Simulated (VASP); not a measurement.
Given:

```
Li2Se
1.0
    0.00000     3.00149     3.00149
    3.00149     0.00000     3.00149
    3.00149     3.00149     0.00000
Li Se
2 1
Cartesian
  1.50074   1.50074   1.50074
  4.50223   4.50223   4.50223
  3.00149   0.00000   3.00149
```

These are PBE GGA, VASP's PBE PAW potentials (set 64) (plane waves; VASP 6.6.1) values and carry that method's errors. Run with 600 eV cut-off, 8×8×8 Γ-centred mesh, Gaussian smearing of 0.050 eV, potentials Li_sv Se.

Energy and stress use the plane-wave basis of the starting cell.

The ions, cell shape and volume at an external pressure of 5.0 GPa are relaxed. What does this cell relax into?

```
Li2Se
1.0
    0.00000     2.88523     2.88523
    2.88523     0.00000     2.88523
    2.88523     2.88523     0.00000
Li Se
2 1
Direct
  0.25000   0.25000   0.25000
  0.75000   0.75000   0.75000
  0.00000   0.00000   0.00000
```
Space group Fm-3m (225), at a tolerance of 0.03 Å.

How do energy and volume change from the first to the last step?

The energy (σ→0) changes by +28.5 meV/atom and the volume by -11.2 %, in 4 ionic steps.

The compound is Li2Se in the antifluorite structure. This run relaxes it under an external pressure of 5 GPa. Symmetry was kept, so distortions that lower it aren't found.
